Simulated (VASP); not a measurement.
Calculation: PBE GGA, VASP's PBE PAW potentials (set 64) (plane waves; VASP).

Gaps are without spin-orbit coupling.

Task: Order these relaxed crystals by band gap, smallest first: ZnO, P6_3mc (186); SiC, P6_3mc (186); AlP, F-43m (216); GaAs, F-43m (216).

Result: GaAs, F-43m (216) (0.18 eV), ZnO, P6_3mc (186) (0.72 eV), AlP, F-43m (216) (1.63 eV), SiC, P6_3mc (186) (2.30 eV)
